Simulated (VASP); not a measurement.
A convergence study with VASP on HgTe (zinc blende): one setting is varied, all else stays as given below, so the limit is that of these other settings.

```
CELL_PARAMETERS angstrom
      0.00000     3.23000     3.23000
      3.23000     0.00000     3.23000
      3.23000     3.23000     0.00000
ATOMIC_POSITIONS crystal
  Hg 0.00000 0.00000 0.00000
  Te 0.25000 0.25000 0.25000
```

Calculation: PBE GGA, VASP's PBE PAW potentials (set 64) (plane waves; VASP). The tightest run used: 550 eV cut-off, 16×16×16 Γ-centred mesh, Gaussian smearing of 0.050 eV, potentials Hg Te.

```
setting     E (eV/atom)  pressure (GPa)  irreducible k-points
----------  -----------  --------------  --------------------
1×1×1 mesh       4.2088           55.11                     1
2×2×2 mesh      -1.0880            9.22                     3
3×3×3 mesh      -1.6301            5.24                     4
```

### Question
These are the cheaper rows. Estimate the results at 16×16×16 mesh, and how far the last row shown lies from them.

### Answer

| quantity | tightest run | last row shown is off by |
|---|---|---|
| E (eV/atom) | -1.7914 | 0.1612 |
| pressure (GPa) | 3.82 | 1.42 |

Left out are rungs that failed or repeat a setting and relaxations that didn't move; long series are thinned to 24 rows.

The compound is HgTe in the zinc blende structure. The cell was not relaxed at this level.
